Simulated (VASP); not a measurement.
Here is a VASP 6.6.1 calculation.

INCAR

```
PREC     = Accurate       # precision mode
ENCUT    = 520            # plane-wave cutoff, eV
EDIFF    = 1E-6           # SCF threshold, eV
ISMEAR   = 0              # smearing method
SIGMA    = 0.05           # smearing width, eV
LREAL    = F              # projectors in reciprocal space
LASPH    = T              # aspherical terms in the spheres
NELM     = 100            # most SCF steps
ALGO     = Fast           # electronic algorithm
ISIF     = 2              # what is computed and relaxed
LWAVE    = F              # write WAVECAR
LCHARG   = F              # write CHGCAR
GGA      = CA             # functional
NBANDS   = 19             # bands
```

KPOINTS

```
regular mesh
0
Gamma
  4 4 4
```

File POSCAR:

```
Ca2Si
1.0
    0.0000000000      3.2908965344      3.2908965344
    3.2908965344      0.0000000000      3.2908965344
    3.2908965344      3.2908965344      0.0000000000
Si Ca
1 2
Direct
    0.0000000000      0.0000000000      0.0000000000
    0.2500000000      0.2500000000      0.2500000000
    0.7500000000      0.7500000000      0.7500000000
```

Potentials or basis: VASP PAW LDA potentials, release 64 (Si, Ca_sv).

Run with:

```sh
$ cat potpaw_LDA.64/Si/POTCAR potpaw_LDA.64/Ca_sv/POTCAR > POTCAR
$ mpirun -np 1 vasp_std > vasp.out
```

(1) Predict the band gap on the k mesh.

(2) What does it give for the pressure?

Results:

(1) 0.03 eV, direct.

(2) 11.1 GPa.
